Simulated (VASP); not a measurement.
Data:

```yaml
crystal:
  lattice:
    - [1.62255, -5.10206, 0.00000]
    - [1.62255, 5.10206, 0.00000]
    - [0.00000, 0.00000, 4.33745]
  atoms:
    - { symbol: Hf, position: [0.85702, 0.14298, 0.75000] }
    - { symbol: Hf, position: [0.14298, 0.85702, 0.25000] }
    - { symbol: Pd, position: [0.58870, 0.41130, 0.75000] }
    - { symbol: Pd, position: [0.41130, 0.58870, 0.25000] }
```

Method: PBEsol GGA, VASP's PBE PAW potentials (set 64) (plane waves; VASP). Numerical set-up: 400 eV cut-off, 11×11×8 Γ-centred mesh, tetrahedra with Blöchl corrections, potentials Hf_pv Pd.

The cores are frozen, which limits the accuracy of field gradients.

Question: Give the principal components of the electric field gradient (V/Å²) and the asymmetry η at each nucleus.

Answer: 
| atom | Vxx | Vyy | Vzz | η |
|---|---|---|---|---|
| Hf1 | -31.9 | -31.3 | 63.2 | 0.01 |
| Hf2 | -31.9 | -31.3 | 63.2 | 0.01 |
| Pd3 | -55.3 | -52.1 | 107.5 | 0.03 |
| Pd4 | -55.3 | -52.1 | 107.5 | 0.03 |

The structure comes from a computed database's HfPd entry (Cmcm); how it stands against other phases isn't given here. It was relaxed first.
